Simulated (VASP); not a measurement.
# Be27Cl: single point with LDA

Be27Cl, a slab with vacuum:

```
Be Cl
1.0
     6.87000    0.00000    0.00000
     3.43500    5.94960    0.00000
     0.00000    0.00000   14.58843
Be Cl
27 1
Direct
  0.00000 0.00000 0.06855
  0.33333 0.00000 0.06855
  0.66667 0.00000 0.06855
  0.00000 0.33333 0.06855
  0.33333 0.33333 0.06855
  0.66667 0.33333 0.06855
  0.00000 0.66667 0.06855
  0.33333 0.66667 0.06855
  0.66667 0.66667 0.06855
  0.88966 0.22303 0.19068
  0.21947 0.22225 0.18763
  0.56120 0.21859 0.18700
  0.89160 0.55430 0.19029
  0.22115 0.56379 0.19292
  0.54951 0.55778 0.18734
  0.88465 0.88985 0.19054
  0.22446 0.88212 0.19304
  0.55877 0.88915 0.18688
  0.00000 0.01255 0.31399
  0.33540 0.00413 0.30771
  0.64580 0.01070 0.30619
  0.99996 0.33374 0.31032
  0.33512 0.32805 0.30762
  0.66091 0.33853 0.30861
  0.00025 0.65379 0.31424
  0.34011 0.66293 0.31376
  0.66115 0.66742 0.30826
  0.04013 0.81479 0.42566
```

The cell was built by a generator and needn't be a form met in nature.

- Program: VASP 6.6.1
- Task: single point
- Functional: LDA
- Potentials or basis: VASP PAW LDA potentials, release 64 (Be, Cl)
- Cutoff: 520 eV
- k mesh: 4 × 4 × 1
- Occupations: gaussian, width 0.15 eV
- Spin: no spin polarisation
- Dipole correction: no
- Further INCAR settings: LREAL = Auto; ALGO = Fast; EDIFF = 1e-06; NBANDS = 50

- Largest force: 0.320 eV/Å
- Band gap on the k mesh: none (metal or under the smearing width)

Forces in eV/Å, atoms in the order of the input:
```
Be   0.115  0.208  0.068
Be  -0.286 -0.140 -0.007
Be   0.096 -0.050  0.099
Be   0.006 -0.018 -0.209
Be  -0.014  0.319  0.018
Be   0.022 -0.150 -0.142
Be  -0.114 -0.193  0.060
Be  -0.057  0.030  0.121
Be   0.129  0.058 -0.119
Be  -0.006  0.019 -0.011
Be  -0.001 -0.003 -0.003
Be  -0.001  0.007 -0.010
Be   0.015 -0.008  0.013
Be  -0.002  0.001  0.002
Be  -0.019 -0.013  0.002
Be  -0.003 -0.005  0.014
Be   0.010 -0.002 -0.003
Be  -0.008  0.011 -0.009
Be  -0.017  0.003 -0.005
Be   0.004  0.003  0.011
Be   0.003 -0.002 -0.010
Be  -0.005 -0.004  0.010
Be   0.000 -0.010 -0.003
Be   0.000 -0.014  0.017
Be  -0.001  0.040  0.031
Be  -0.009  0.017  0.044
Be   0.005  0.009  0.013
Cl   0.138 -0.115  0.007
```

Levels at points of the mesh, in eV from the Fermi level:
| k point | band 27 | band 28 | band 29 | band 30 | band 31 | band 32 | band 33 | band 34 | band 35 | band 36 |
| --- | --- | --- | --- | --- | --- | --- | --- | --- | --- | --- |
| (0.00, 0.00, 0.00) | -0.51 | -0.48 | -0.22 | 0.20 | 0.37 | 0.71 | 0.77 | 0.83 | 1.63 | 1.69 |
| (0.50, 0.00, 0.00) | -0.98 | -0.58 | -0.42 | -0.14 | -0.12 | -0.08 | 0.54 | 1.55 | 1.84 | 2.91 |
| (0.50, 0.50, 0.00) | -0.96 | -0.59 | -0.30 | -0.25 | -0.15 | 0.08 | 0.46 | 1.49 | 1.97 | 2.90 |
| (0.00, 0.50, 0.00) | -0.96 | -0.59 | -0.29 | -0.23 | -0.16 | 0.07 | 0.46 | 1.49 | 1.97 | 2.90 |

It took 8.6 min on 1 thread of AMD EPYC 9R14 (Zen 4), on a shared host, peak memory 0.52 GiB.

Caveat: an odd number of electrons without spin polarisation forces a metal; a magnetic or distorted state may lie lower.
